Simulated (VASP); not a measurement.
Input of a VASP 6.6.1 run:

INCAR

```
SYSTEM = Cs2CuBiCl6
ALGO = Fast ; EDIFF = 1E-6
ENCUT = 520 ; GGA = PS
ISIF = 2 ; ISMEAR = 0
LASPH = .True. ; LCHARG = .False.
LREAL = .False. ; LWAVE = .False.
NBANDS = 54 ; NELM = 100
PREC = Accurate ; SIGMA = 0.01
```

The input KPOINTS:

```
k-points
0
Gamma
  3 3 3
  0 0 0
```

POSCAR

```
Cs2CuBiCl6
1.0
    0.0000000000      5.3151780000      5.3151780000
    5.3151780000      0.0000000000      5.3151780000
    5.3151780000      5.3151780000      0.0000000000
Cs Cu Bi Cl
2 1 1 6
Direct
    0.7500000000      0.7500000000      0.7500000000
    0.2500000000      0.2500000000      0.2500000000
    0.5000000000      0.5000000000      0.5000000000
    0.0000000000      0.0000000000      0.0000000000
    0.7408650000      0.2591350000      0.2591350000
    0.2591350000      0.2591350000      0.7408650000
    0.2591350000      0.7408650000      0.7408650000
    0.2591350000      0.7408650000      0.2591350000
    0.7408650000      0.2591350000      0.7408650000
    0.7408650000      0.7408650000      0.2591350000
```

Potentials or basis: VASP PAW PBE potentials, release 64 (Cs_sv, Cu, Bi_d, Cl).

Command:

```bash
$ cat potpaw_PBE.64/Cs_sv/POTCAR potpaw_PBE.64/Cu/POTCAR potpaw_PBE.64/Bi_d/POTCAR potpaw_PBE.64/Cl/POTCAR > POTCAR
$ mpirun -np 1 vasp_std > vasp.out
```

Q: What does it give for the largest force?

A: 0.061 eV/Å.

Q: Estimate the pressure.

A: -2.1 GPa.

Forces in eV/Å, atoms in the order of the input:
```
Cs   0.000  0.000  0.000
Cs   0.000  0.000  0.000
Cu   0.000  0.000  0.000
Bi   0.000  0.000  0.000
Cl   0.061  0.000  0.000
Cl   0.000  0.000  0.061
Cl  -0.061  0.000  0.000
Cl   0.000  0.061  0.000
Cl   0.000 -0.061  0.000
Cl   0.000  0.000 -0.061
```

Caveat: the PAW data sets were made with another functional, which shifts forces and pressure a little.
